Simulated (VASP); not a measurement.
```
CELL_PARAMETERS angstrom
      3.52033     0.00000     0.00000
      0.00000     3.52033     0.00000
      0.00000     0.00000    25.35232
ATOMIC_POSITIONS crystal
  Ni 0.00000 0.50000 0.32643
  Ni 0.50000 0.00000 0.32643
  Ni 0.50000 0.50000 0.39586
  Ni 0.00000 0.50000 0.46529
  Ni 0.50000 0.00000 0.46529
  Ni 0.50000 0.50000 0.53471
  Ni 0.00000 0.50000 0.60414
  Ni 0.50000 0.00000 0.60414
  Ni 0.50000 0.50000 0.67357
  Al 0.00000 0.00000 0.39586
  Al 0.00000 0.00000 0.53471
  Al 0.00000 0.00000 0.67357
```
Starting moments (μB, in the order of the record's atoms Ni Ni Ni Ni Ni Ni Ni Ni Ni Al Al Al): 0.5 0.5 0.5 0.5 0.5 0.5 0.5 0.5 0.5 0.0 0.0 0.0.

Calculation: PBEsol GGA, VASP's PBE PAW potentials (set 64) (plane waves; VASP). Run with PREC = Normal, EDIFF = 1E-5, 400 eV cut-off, 8×8×1 Γ-centred mesh, first-order Methfessel-Paxton smearing of 0.10 eV, potentials Ni Al.

**Question.** The ions are relaxed. Give the cell that the relaxation ends in.

**Answer.** 
```
CELL_PARAMETERS angstrom
      3.52033     0.00000     0.00000
      0.00000     3.52033     0.00000
      0.00000     0.00000    25.35232
ATOMIC_POSITIONS crystal
  Ni 0.00000 0.50000 0.32886
  Ni 0.50000 0.00000 0.32886
  Ni 0.50000 0.50000 0.39526
  Ni 0.00000 0.50000 0.46511
  Ni 0.50000 0.00000 0.46511
  Ni 0.50000 0.50000 0.53465
  Ni 0.00000 0.50000 0.60400
  Ni 0.50000 0.00000 0.60400
  Ni 0.50000 0.50000 0.67084
  Al 0.00000 0.00000 0.39594
  Al 0.00000 0.00000 0.53505
  Al 0.00000 0.00000 0.67233
``` The cell ends with 1.74 μB, on the sites 0.30 0.30 0.32 0.26 0.26 0.20 0.10 0.10 0.01 -0.01 -0.01 0.00 μB.

**Question.** How much energy does the relaxation gain?

**Answer.** The energy (σ→0) changes by -3.5 meV/atom, in 10 ionic steps.

```json
[
 {"step": "1", "E(σ→0) (eV)": "-69.0138", "max force (eV/Å)": "0.453", "pressure (GPa)": "-2.29", "volume (Å³)": "314.19"},
 {"step": "2", "E(σ→0) (eV)": "-69.0427", "max force (eV/Å)": "0.235", "pressure (GPa)": "-2.05", "volume (Å³)": "314.19"},
 {"step": "3", "E(σ→0) (eV)": "-69.0497", "max force (eV/Å)": "0.118", "pressure (GPa)": "-1.85", "volume (Å³)": "314.19"},
 {"step": "4", "E(σ→0) (eV)": "-69.0521", "max force (eV/Å)": "0.072", "pressure (GPa)": "-1.79", "volume (Å³)": "314.19"},
 {"step": "5", "E(σ→0) (eV)": "-69.0525", "max force (eV/Å)": "0.054", "pressure (GPa)": "-1.75", "volume (Å³)": "314.19"},
 {"step": "6", "E(σ→0) (eV)": "-69.0539", "max force (eV/Å)": "0.039", "pressure (GPa)": "-1.67", "volume (Å³)": "314.19"},
 {"step": "7", "E(σ→0) (eV)": "-69.0553", "max force (eV/Å)": "0.052", "pressure (GPa)": "-1.51", "volume (Å³)": "314.19"},
 {"step": "8", "E(σ→0) (eV)": "-69.0560", "max force (eV/Å)": "0.047", "pressure (GPa)": "-1.45", "volume (Å³)": "314.19"},
 {"step": "9", "E(σ→0) (eV)": "-69.0560", "max force (eV/Å)": "0.046", "pressure (GPa)": "-1.42", "volume (Å³)": "314.19"},
 {"step": "10", "E(σ→0) (eV)": "-69.0563", "max force (eV/Å)": "0.017", "pressure (GPa)": "-1.41", "volume (Å³)": "314.19"}
]
```

The cell is a thin slab with vacuum, built from Ni3Al (L1_2): (100) face.
